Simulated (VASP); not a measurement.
Output of a VASP run:

### OSZICAR
```
...
DAV:   4    -0.123318575447E+02   -0.42306E-02   -0.13972E-01  3563   0.320E+00    0.497E-01
DAV:   5    -0.123402961890E+02   -0.84386E-02   -0.13334E-02  4003   0.111E+00    0.258E-01
DAV:   6    -0.123473768451E+02   -0.70807E-02   -0.14680E-02  4799   0.663E-01    0.143E-01
DAV:   7    -0.123481469712E+02   -0.77013E-03   -0.11310E-03  3752   0.285E-01    0.157E-02
DAV:   8    -0.123481811217E+02   -0.34150E-04   -0.20616E-04  4279   0.910E-02    0.330E-02
DAV:   9    -0.123482218961E+02   -0.40774E-04   -0.88569E-05  3645   0.879E-02    0.751E-03
DAV:  10    -0.123482227408E+02   -0.84464E-06   -0.12233E-05  3774   0.255E-02    0.517E-03
DAV:  11    -0.123482229479E+02   -0.20712E-06   -0.41733E-07  1743   0.843E-03
   2 F= -.13082402E+02 E0= -.13082603E+02  d E =-.105989E-01
       N       E                     dE             d eps       ncg     rms          rms(c)
DAV:   1    -0.125364303160E+02   -0.18821E+00   -0.30659E+00  3496   0.276E+01    0.361E+00
DAV:   2    -0.124035453181E+02    0.13288E+00   -0.14105E+00  3771   0.144E+01    0.947E-01
DAV:   3    -0.123745193110E+02    0.29026E-01   -0.15727E-01  3651   0.405E+00    0.240E-01
DAV:   4    -0.123760524332E+02   -0.15331E-02   -0.17739E-02  3625   0.944E-01    0.160E-01
DAV:   5    -0.123782968213E+02   -0.22444E-02   -0.36798E-03  4312   0.465E-01    0.139E-01
DAV:   6    -0.123790218988E+02   -0.72508E-03   -0.18685E-03  4466   0.317E-01    0.347E-02
DAV:   7    -0.123790778952E+02   -0.55996E-04   -0.16185E-04  4193   0.101E-01    0.939E-03
DAV:   8    -0.123790843430E+02   -0.64479E-05   -0.17834E-05  4018   0.369E-02    0.442E-03
DAV:   9    -0.123790846199E+02   -0.27692E-06   -0.27262E-06  3422   0.127E-02
   3 F= -.13090390E+02 E0= -.13090607E+02  d E =-.185869E-01
       N       E                     dE             d eps       ncg     rms          rms(c)
DAV:   1    -0.123799206222E+02   -0.83628E-03   -0.29408E-03  3521   0.847E-01    0.108E-01
DAV:   2    -0.123797890197E+02    0.13160E-03   -0.11627E-03  3708   0.422E-01    0.258E-02
DAV:   3    -0.123797697807E+02    0.19239E-04   -0.11384E-04  3618   0.108E-01    0.802E-03
DAV:   4    -0.123797707515E+02   -0.97083E-06   -0.17698E-05  3553   0.319E-02    0.547E-03
DAV:   5    -0.123797722066E+02   -0.14551E-05   -0.26815E-06  3209   0.118E-02    0.283E-03
DAV:   6    -0.123797725640E+02   -0.35738E-06   -0.21758E-06  2918   0.720E-03
   4 F= -.13090381E+02 E0= -.13090598E+02  d E =-.185778E-01
       N       E                     dE             d eps       ncg     rms          rms(c)
DAV:   1    -0.123797752100E+02   -0.30034E-05   -0.13171E-03  3198   0.615E-01    0.365E-02
DAV:   2    -0.123797557142E+02    0.19496E-04   -0.58447E-05  3144   0.871E-02    0.183E-02
DAV:   3    -0.123797495100E+02    0.62042E-05   -0.93355E-06  3744   0.408E-02    0.499E-03
DAV:   4    -0.123797492438E+02    0.26617E-06   -0.10148E-06  2582   0.122E-02
   5 F= -.13090392E+02 E0= -.13090605E+02  d E =-.113412E-04
       N       E                     dE             d eps       ncg     rms          rms(c)
DAV:   1    -0.123797554677E+02   -0.59577E-05   -0.24142E-03  3192   0.832E-01    0.495E-02
DAV:   2    -0.123797193937E+02    0.36074E-04   -0.10622E-04  3155   0.117E-01    0.249E-02
DAV:   3    -0.123797079309E+02    0.11463E-04   -0.17415E-05  3725   0.558E-02    0.672E-03
DAV:   4    -0.123797074458E+02    0.48511E-06   -0.19519E-06  3173   0.166E-02
   6 F= -.13090398E+02 E0= -.13090604E+02  d E =-.168880E-04
```

File OUTCAR:
```
------------------------ aborting loop because EDIFF is reached ----------------------------------------
 Edisp (eV)   -0.71069
  FORCE on cell =-STRESS in cart. coord.  units (eV):
  Direction    XX          YY          ZZ          XY          YZ          ZX
  --------------------------------------------------------------------------------------
  Total      -0.01679    -0.01679    -0.01836     0.00000     0.00000     0.00000
  in kB      -0.85856    -0.85856    -0.93902     0.00000     0.00000     0.00000
  external pressure =       -0.89 kB  Pullay stress =        0.00 kB
  volume of cell :       31.33
      direct lattice vectors                 reciprocal lattice vectors
     2.790771750  0.000000000  0.000000000     0.358323822  0.000000000  0.000000000
     0.000000000  2.790771750  0.000000000     0.000000000  0.358323822  0.000000000
     0.000000000  0.000000000  4.022818873     0.000000000  0.000000000  0.248581910
 POSITION                                       TOTAL-FORCE (eV/Angst)
 -----------------------------------------------------------------------------------
      0.00000      0.00000      0.00000         0.000000      0.000000      0.000000
      1.39539      1.39539      2.01141         0.000000      0.000000      0.000000
 -----------------------------------------------------------------------------------
    total drift:                                0.000000      0.000000      0.000000
  FREE ENERGIE OF THE ION-ELECTRON SYSTEM (eV)
  ---------------------------------------------------
  free  energy   TOTEN  =       -13.0903976603 eV

  energy  without entropy=      -13.0910170705  energy(sigma->0) =      -13.09060413

 reached required accuracy - stopping structural energy minimisation
```
(Selected blocks of OUTCAR.)

**POSCAR**
```
TiAl
1
    2.8300000000     0.0000000000     0.0000000000
    0.0000000000     2.8300000000     0.0000000000
    0.0000000000     0.0000000000     4.0700000000
Ti Al
1 1
Direct
  0.0000000000   0.0000000000   0.0000000000
  0.5000000000   0.5000000000   0.5000000000
```

**Question.** Reconstruct the remaining input files.

**Answer.** Several could match; the one computed here: the input of the run itself, PBE GGA with D3 dispersion (zero damping), plane waves, VASP's PBE PAW potentials (set 64).

### INCAR
```
IVDW=11   ! D3, zero damping
LASPH=.TRUE.   ! aspherical one-centre terms
PREC=Accurate
LMAXMIX=4   ! l cut-off of mixed one-centre charges
EDIFFG=-0.01   ! ionic stop
SIGMA=0.1   ! width (eV)
EDIFF=1E-6
LREAL=.FALSE.   ! projection in real space or not
ISIF=3
LWAVE=.FALSE.
NSW=60
ALGO=Normal
IBRION=2   ! conjugate gradients
ISMEAR=1   ! Methfessel-Paxton
ENCUT=520
LCHARG=.FALSE.
NELM=100
SYSTEM=TiAl
GGA=PE   ! PBE
```

KPOINTS:
```
K-points
0
Gamma
  12 12 8
0 0 0
```

POTCAR, in this order: Ti_sv Al (PBE.64 set). Program: vasp_std.

Energy and stress use the plane-wave basis of the starting cell.

The compound is TiAl in the L1_0 structure. This run relaxes it. Symmetry was kept, so distortions that lower it aren't found. The electron count is odd and the run is not spin-polarised, which forces a metal.
